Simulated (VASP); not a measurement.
An input for Quantum ESPRESSO's pw.x (written as the equivalent of a VASP run, and not itself run):

```
&CONTROL
  calculation = 'vc-relax'
  pseudo_dir = './pseudo'
  outdir = './out'
  tprnfor = .true.
  tstress = .true.
  nstep = 60
  forc_conv_thr = 0.00039
/
&SYSTEM
  ibrav = 0
  nat = 2
  ntyp = 2
  ecutwfc = 84
  occupations = 'smearing'
  smearing = 'gaussian'
  degauss = 0.003675
  input_dft = 'pbe'
/
&ELECTRONS
  conv_thr = 7.3e-08
  electron_maxstep = 100
/
&IONS
/
&CELL
/
ATOMIC_SPECIES
  Mg 24.305 Mg.upf
  S 32.060 S.upf
CELL_PARAMETERS angstrom
     0.0000000    2.6000000    2.6000000
     2.6000000    0.0000000    2.6000000
     2.6000000    2.6000000    0.0000000
ATOMIC_POSITIONS crystal
  Mg   0.0000000  0.0000000  0.0000000
  S    0.5000000  0.5000000  0.5000000
K_POINTS automatic
  8 8 8 0 0 0
```

Problem. Translate this input to VASP (INCAR, KPOINTS, POSCAR, choice of POTCAR).

Solution. This is not unique; one that fits is 
**KPOINTS**
```
Automatic
0
gamma
 8 8 8
0 0 0
```

### INCAR
```
! general
SYSTEM=MgS
PREC  =Accurate
ENCUT =480
LREAL =F
LASPH =T

! electronic loop
EDIFF =1E-6
NELM  =100
ALGO  =Normal

! smearing
ISMEAR=0
SIGMA =0.05

! functional
GGA   =PE

! ions
IBRION=2
NSW   =60
ISIF  =3
EDIFFG=-0.01

! output
LWAVE =F
LCHARG=F
```

### POSCAR
```
MgS
1.0
  0.0000000000   2.6000000000   2.6000000000
  2.6000000000   0.0000000000   2.6000000000
  2.6000000000   2.6000000000   0.0000000000
Mg S
1 1
Cart
  0.0000000000   0.0000000000   0.0000000000
  2.6000000000   2.6000000000   2.6000000000
```

POTCAR, in this order: Mg S (PBE.64 set). Program: vasp_std.

Limits of the translation: the potentials are each code's own (VASP's PAW set, PseudoDojo norm-conserving files in pw.x), so ENCUT and ecutwfc are chosen apart and not converted; conv_thr bounds pw.x's estimated SCF error, while EDIFF bounds the energy change between steps; forc_conv_thr acts on force components and is met together with etot_conv_thr.

The compound is MgS in the rock salt structure. This run relaxes it. Symmetry was kept, so distortions that lower it aren't found.
